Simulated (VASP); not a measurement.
**VASP inputs for KMgI3 (strained cubic perovskite)**

INCAR

```
ISMEAR = -1
ENCUT = 520
LWAVE = .FALSE.
PREC = Accurate
NELM = 120
LASPH = .TRUE.
NSW = 0
LREAL = .FALSE.
IBRION = -1
NBANDS = 24
EDIFF = 1E-7
GGA = PE
SIGMA = 0.02
ISIF = 2
LCHARG = .FALSE.
```

KPOINTS

```
KPOINTS created by Atomic Simulation Environment
0
Gamma
4 4 4
0 0 0
```

KPOINTS_OPT

```
special points
4
Reciprocal
0.0000000000 0.0000000000 0.0000000000 1
0.0000000000 0.5000000000 0.0000000000 1
0.5000000000 0.5000000000 0.0000000000 1
0.5000000000 0.5000000000 0.5000000000 1
```

POSCAR

```
K  Mg I
 1.0000000000000000
     5.8138566057999999    0.0145346415000000    0.0000000000000000
     0.0145346415000000    5.8138566057999999    0.0000000000000000
     0.0000000000000000    0.0000000000000000    5.8138566057999999
 K   Mg  I
   1   1   3
Cartesian
  0.0000000000000000  0.0000000000000000  0.0000000000000000
  2.9141956236499995  2.9141956236499995  2.9069283028999995
  2.9141956236499995  2.9141956236499995  0.0000000000000000
  2.9069283028999995  0.0072673207500000  2.9069283028999995
  0.0072673207500000  2.9069283028999995  2.9069283028999995
```

VASP ran with the recommended PBE PAW datasets (32 valence electrons in the cell).

Task: Predict the results.

Result: gap between bands v and c 1.21 eV; least direct gap 1.70 eV; pressure 0.4 GPa.

Band v is the last that the valence electrons fill when counted band by band, and c is the next. Levels in eV from the top of v:

```
point    v−1      v     c   c+1
    Γ  -0.50  -0.49  1.21  3.36
    X  -0.65  -0.65  3.41  4.82
    M  -1.01  -0.02  5.02  5.11
    R   0.00   0.00  3.76  4.36
```
